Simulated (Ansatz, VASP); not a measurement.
HfAs3 in VASP and in Ansatz

File INCAR:

```
PREC = Accurate ; ENCUT = 600
EDIFF = 1E-6 ; ISMEAR = 0
SIGMA = 0.1 ; LREAL = F
LASPH = T ; NELM = 100
ALGO = Normal ; ISIF = 3
LWAVE = F ; LCHARG = F
GGA = PE ; IBRION = 2
NSW = 90 ; EDIFFG = -0.04
```

KPOINTS

```
regular mesh
0
Gamma
  6 6 6
```

POSCAR

```
HfAs3
1.0
   -2.4590104800      2.4590104800      2.4590104800
    2.4590104800     -2.4590104800      2.4590104800
    2.4590104800      2.4590104800     -2.4590104800
Hf As
1 3
Direct
    0.0000000000      0.0000000000      0.0000000000
    0.0000000000      0.5000000000      0.5000000000
    0.5000000000      0.0000000000      0.5000000000
    0.5000000000      0.5000000000      0.0000000000
```

Input for Ansatz:

```yaml
crystal:
  lattice:
    - [-2.45901048, 2.45901048, 2.45901048]
    - [2.45901048, -2.45901048, 2.45901048]
    - [2.45901048, 2.45901048, -2.45901048]
  atoms:
    - { symbol: Hf, position: [0.0, 0.0, 0.0] }
    - { symbol: As, position: [0.0, 0.5, 0.5] }
    - { symbol: As, position: [0.5, 0.0, 0.5] }
    - { symbol: As, position: [0.5, 0.5, 0.0] }
basis:
  ecutwfc: 420
kpoints:
  mp_grid: { grid: [6, 6, 6] }
hamiltonian:
  xc: pbe
scf:
  occupations: { method: gaussian, width: 0.1 }
  lower_state_search: "off"
output:
  forces: true
  stress: true
  eigenvalues: true
relax:
  adjacent_minimum: "off"
  f_tol: 0.04
  max_steps: 70
  cell: { stress_tol: 0.4 }
```

Alike in both runs: task relaxation of cell and atoms; functional PBE; k mesh 6 × 6 × 6; occupations gaussian, width 0.1 eV; no spin polarisation.

|  | VASP | Ansatz |
| --- | --- | --- |
| version | VASP 6.6.1 | Ansatz 0.2.0 |
| potentials or method | VASP PAW PBE potentials, release 64 (Hf_pv, As) | scalar-relativistic, plane waves, PAW |
| plane-wave cutoff (eV) | 600 | 420 |
| valence electrons in the cell | 25 | 71 |

VASP gave:

```
gap on the k mesh at the Fermi level, each at its own relaxed structure (eV) : none
relaxed volume (Å³/atom)                                                     : 21.30
relaxed cell length with the largest relative difference (Å)                 : 4.801
energy change over the relaxation (meV/atom)                                 : -1055
```

What did Ansatz give for the same quantities?

gap on the k mesh at the Fermi level, each at its own relaxed structure (eV): none; relaxed volume (Å³/atom): 21.31; relaxed cell length with the largest relative difference (Å): 4.802; energy change over the relaxation (meV/atom): -1045.

A gap of «none» marks a metal or a gap that the smearing closes. The two sets of potentials don't hold the same shells in valence.

Caveats: the volume moved by over 15 % at a fixed basis, so the end points are rough (VASP). Spin-orbit coupling is left out, which matters for the levels of Hf.
